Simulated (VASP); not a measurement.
Input:

```
CELL_PARAMETERS angstrom
      0.00000     2.47500     2.47500
      2.47500     0.00000     2.47500
      2.47500     2.47500     0.00000
ATOMIC_POSITIONS crystal
  Pb 0.00000 0.00000 0.00000
```

All values below come from revPBE GGA, VASP's PBE PAW potentials (set 64) (plane waves; VASP). Numerical set-up: 520 eV cut-off, 11×11×11 Γ-centred mesh, first-order Methfessel-Paxton smearing of 0.10 eV, potentials Pb_d.

Energy and stress use the plane-wave basis of the starting cell.

Problem. The ions, cell shape and volume are relaxed. Give the cell that the relaxation ends in.

Solution. 
```
CELL_PARAMETERS angstrom
      0.00000     2.53669     2.53669
      2.53669     0.00000     2.53669
      2.53669     2.53669     0.00000
ATOMIC_POSITIONS crystal
  Pb 0.00000 0.00000 0.00000
```
Space group Fm-3m (225), at a tolerance of 0.03 Å.

Problem. How do energy and volume change from the first to the last step?

Solution. The energy (σ→0) changes by -22.6 meV/atom and the volume by +7.7 %, in 3 ionic steps.

```
step  E(σ→0) (eV)  max force (eV/Å)  pressure (GPa)  volume (Å³)
----  -----------  ----------------  --------------  -----------
1         -3.2218             0.000            3.39        30.32
2         -3.2435             0.000           -0.61        33.23
3         -3.2445             0.000            0.03        32.65
```

The compound is Pb in the fcc structure. This run relaxes it. Symmetry was kept, so distortions that lower it aren't found.
